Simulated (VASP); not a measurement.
Data:

```
CELL_PARAMETERS angstrom
      4.32827     0.00000     0.00000
     -2.16414     3.74839     0.00000
      0.00000     0.00000     7.06077
ATOMIC_POSITIONS crystal
  Cd 0.66667 0.33333 0.49995
  Cd 0.33333 0.66667 0.99995
  Se 0.66667 0.33333 0.87591
  Se 0.33333 0.66667 0.37591
```

Calculation: PBE GGA, VASP's PBE PAW potentials (set 64) (plane waves; VASP). Numerical set-up: 300 eV cut-off, 5×5×3 Γ-centred mesh, Fermi-Dirac smearing of 0.010 eV, potentials Cd Se.

At this cut-off the stress carries a Pulay error, which pulls relaxed volumes low.

### Question
Give the stress tensor in GPa (positive for a compressed cell).

### Answer

```
2.18  0.00  0.00
0.00  2.18  0.00
0.00  0.00  2.12
```
The pressure is its mean diagonal, 2.16 GPa.

The structure comes from a computed database's CdSe entry; how it stands against other phases isn't given here. The cell was not relaxed at this level.
